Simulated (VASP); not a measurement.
Input for VASP

**POSCAR**
```
SrVO3
1
    3.8637527925    -0.0000000000    -0.0000000000
   -0.0000000000     3.8637527925     0.0000000000
   -0.0000000000    -0.0000000000     3.8637527925
Sr V O
1 1 3
Direct
  0.0000000000   0.0000000000   0.0000000000
  0.5000000000   0.5000000000   0.5000000000
  0.5000000000   0.0000000000   0.5000000000
  0.0000000000   0.5000000000   0.5000000000
  0.5000000000   0.5000000000   0.0000000000
```

File KPOINTS:
```
Automatic
0
Gamma
7 7 7
```

### INCAR
```
# general
SYSTEM =SrVO3
PREC   =Accurate
ENCUT  =520
LREAL  =.FALSE.
LASPH  =.TRUE.

# electronic loop
EDIFF  =1E-6
NELM   =100
ALGO   =Normal
LMAXMIX=4

# smearing
ISMEAR =1
SIGMA  =0.1

# functional
GGA    =PE

# ions
IBRION =2
NSW    =60
ISIF   =3
EDIFFG =-0.02

# output
LWAVE  =.FALSE.
LCHARG =.FALSE.
```

POTCAR, in this order: Sr_sv V_sv O (PBE.64 set). Program: vasp_std.

Problem. Write an equivalent input for Ansatz.

Solution. One equivalent input (not run):
Ansatz 0.2 input:
```yaml
crystal:
  lattice:
    - [3.8637528, 0.0000000, 0.0000000]
    - [0.0000000, 3.8637528, 0.0000000]
    - [0.0000000, 0.0000000, 3.8637528]
  atoms:
    - { symbol: Sr, position: [0.0000000, 0.0000000, 0.0000000] }
    - { symbol: V, position: [0.5000000, 0.5000000, 0.5000000] }
    - { symbol: O, position: [0.5000000, 0.0000000, 0.5000000] }
    - { symbol: O, position: [0.0000000, 0.5000000, 0.5000000] }
    - { symbol: O, position: [0.5000000, 0.5000000, 0.0000000] }
kpoints:
  mp_grid: { grid: [7, 7, 7] }
hamiltonian:
  xc: pbe
  pseudopotentials: { kind: paw }
scf:
  occupations: { method: methfessel_paxton, width: 0.1 }
  max_iter: 100
relax:
  max_steps: 60
  f_tol: 0.02
  cell: {}
output: { forces: true, stress: true, eigenvalues: true }
```
The two are equivalent in intent, not identical: each code has its own PAW files, so the cut-off isn't converted (ENCUT is set for VASP's; basis.ecutwfc is left out, and Ansatz then takes the one that its files recommend); Ansatz stops its SCF on the density residual and VASP on the energy change (EDIFF).

The compound is SrVO3 in the cubic perovskite structure. It was relaxed first. The start is the result of an earlier pass.
